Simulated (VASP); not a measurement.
# BaZrO3: transverse stress against strain

BaZrO3 (cubic perovskite, Pm-3m, 14.712 Å³/atom and stress up to 0.07 GPa in the relaxed cell, cube axes along x, y and z) under a strain ε along a cube axis (axis z), the other axes held. PBEsol in VASP (plane waves, PAW), 600 eV, 8×8×8 Γ-centred mesh, Gaussian smearing 0.05 eV; ions are relaxed, or left where forces stay under 0.02 eV/Å, within the symmetry of each cell. Stress is positive for a compressed cell.

Here s stands for strain and y for stress xx.

```csv
strain (%),stress xx (GPa)
-3.00,?
-1.50,1.21
-1.00,0.78
-0.50,0.35
0.00,-0.07
0.50,-0.48
1.00,-0.88
1.50,-1.27
```

**Question.** Fit y against s with a straight line, and predict the withheld value at s = -3.00.

**Answer.** Means: s 0, y -0.051. About the means, the sum of products is -5.7950 and the sum of squares of s is 7.0000; the slope is their ratio. Least squares gives y = -0.051 - 0.8279·s. Residuals (row less fit): 0.019, 0.003, -0.013, -0.019, -0.015, -0.001, 0.023; standard error 0.018 (degrees of freedom: 5). The slope gives the elastic constant C12 = 82.8 ± 0.7 GPa (± standard error of the fit, which holds the terms cut off). At the withheld row, y = -0.051 - 0.8279 × (-3.0) = 2.433 GPa. The calculation gives 2.61 GPa, 0.177 GPa above the prediction (4.6 % of the range of y in the table). The row lies outside the fitted rows, so this is an extrapolation. From the scatter of the fitted rows alone, a prediction at this place has a standard error of 0.028 GPa, so the miss is 6.3 times that.

A polynomial of degree 2 through the 12 other runs of the series gives 2.60 there, so most of the miss is curvature that the fit leaves out. The primitive cell can neither tilt nor turn polar against its symmetry, as such crystals can under strain. Rows are the converged runs of the series near zero and its far end, less any whose ions stayed unrelaxed beside relaxed ones; series whose fitted rows scatter by over a few per cent of the range, as at a crossing or softening among them, aren't shown in this form. Most that stay on the fit to the last digits aren't either.
